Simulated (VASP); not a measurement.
A VASP calculation is set up with these files.

File POSCAR:
```
C
1
    0.0000000000     1.7835000000     1.7835000000
    1.7835000000     0.0000000000     1.7835000000
    1.7835000000     1.7835000000     0.0000000000
C
2
Direct
  0.0000000000   0.0000000000   0.0000000000
  0.2500000000   0.2500000000   0.2500000000
```

**INCAR**
```
SYSTEM = C
PREC = Accurate
ENCUT = 520
EDIFF = 1E-6
NELM = 5
ALGO = Normal
LREAL = .FALSE.
LASPH = .TRUE.
ISMEAR = 0
SIGMA = 0.05
GGA = PE
LWAVE = .FALSE.
LCHARG = .FALSE.
ISIF = 2
```

**KPOINTS**
```
Automatic mesh
0
Gamma
10 10 10
0 0 0
```

POTCAR, in this order: C (PBE.64 set). Program: vasp_std.

What VASP printed:

### standard output
```
 POSCAR found type information on POSCAR C
 POSCAR found :  1 types and       2 ions
 Reading from existing POTCAR
 Reading from existing POTCAR
 LDA part: xc-table for (Slater+PW92), standard interpolation
 POSCAR, INCAR and KPOINTS ok, starting setup
 WAVECAR not read
 entering main loop
       N       E                     dE             d eps       ncg     rms          rms(c)
DAV:   1     0.137603409980E+01    0.13760E+01   -0.51246E+03   768   0.998E+02
DAV:   2    -0.187122845912E+02   -0.20088E+02   -0.19633E+02  1216   0.117E+02
DAV:   3    -0.188234991198E+02   -0.11121E+00   -0.11121E+00   776   0.118E+01
DAV:   4    -0.188236620010E+02   -0.16288E-03   -0.16288E-03  1112   0.484E-01
DAV:   5    -0.188236620248E+02   -0.23883E-07   -0.23883E-07   784   0.422E-03

 -----------------------------------------------------------------------------
|                                                                             |
|           W    W    AA    RRRRR   N    N  II  N    N   GGGG   !!!           |
|           W    W   A  A   R    R  NN   N  II  NN   N  G    G  !!!           |
|           W    W  A    A  R    R  N N  N  II  N N  N  G       !!!           |
|           W WW W  AAAAAA  RRRRR   N  N N  II  N  N N  G  GGG   !            |
|           WW  WW  A    A  R   R   N   NN  II  N   NN  G    G                |
|           W    W  A    A  R    R  N    N  II  N    N   GGGG   !!!           |
|                                                                             |
|     The electronic self-consistency was not achieved in the given           |
|     number of steps (NELM). The forces and other quantities evaluated       |
|     might not be reliable so examine the results carefully. If you find     |
|     spurious results, we suggest increasing NELM, if you were close to      |
|     convergence or switching to a different ALGO or adjusting the           |
|     density mixing parameters otherwise.                                    |
|                                                                             |
 -----------------------------------------------------------------------------

   1 F= -.18823662E+02 E0= -.18823662E+02  d E =-.574389E-13
```

### OUTCAR
```
------------------------ aborting loop EDIFF was not reached (unconverged)  ----------------------------
  FORCE on cell =-STRESS in cart. coord.  units (eV):
  Direction    XX          YY          ZZ          XY          YZ          ZX
  --------------------------------------------------------------------------------------
  Total        5.3045389      5.3045389      5.3045389     -0.0000000     -0.0000000      0.0000000
  in kB      749.0466817    749.0466817    749.0466817     -0.0000000     -0.0000000      0.0000000
  external PRESSURE =     749.0466817 kB  Pullay stress =       0.0000000 kB
  volume of cell :       11.35
      direct lattice vectors                 reciprocal lattice vectors
     0.000000000  1.783500000  1.783500000    -0.280347631  0.280347631  0.280347631
     1.783500000  0.000000000  1.783500000     0.280347631 -0.280347631  0.280347631
     1.783500000  1.783500000  0.000000000     0.280347631  0.280347631 -0.280347631
 POSITION                                       TOTAL-FORCE (eV/Angst)
 -----------------------------------------------------------------------------------
      0.00000      0.00000      0.00000         0.000000     -0.000000      0.000000
      0.89175      0.89175      0.89175        -0.000000      0.000000     -0.000000
 -----------------------------------------------------------------------------------
    total drift:                                0.000000      0.000000      0.000000
  FREE ENERGIE OF THE ION-ELECTRON SYSTEM (eV)
  ---------------------------------------------------
  free  energy   TOTEN  =       -18.8236620248 eV

  energy  without entropy=      -18.8236620248  energy(sigma->0) =      -18.82366202
```
(Selected blocks of OUTCAR.)

Problem. Read input and log: which fault does this run have?
(A) the tetrahedron method needs a mesh, and KPOINTS holds a single point
(B) NELM is too small, so the electronic loop ends before EDIFF is met
(C) LEPSILON was set for a metal
(D) EDIFFG is positive, so the stop tests the energy change and not the forces

Solution. B, NELM is too small, so the electronic loop ends before EDIFF is met. The run did not converge; its last values are not results. Against the sound run, the energy per atom (σ→0) falls by 0.319 eV/atom; the pressure rises by 72.54 GPa; the band gap goes up by 0.71 eV.

To mend it, set NELM = 100.

The mended run (PBE GGA, plane waves, VASP's PBE PAW potentials (set 64)) converges, and its OSZICAR ends with
```
   1 F= -.18185200E+02 E0= -.18185200E+02  d E =-.418666E-23
```

The compound is C in the diamond structure. The cell was not relaxed at this level.
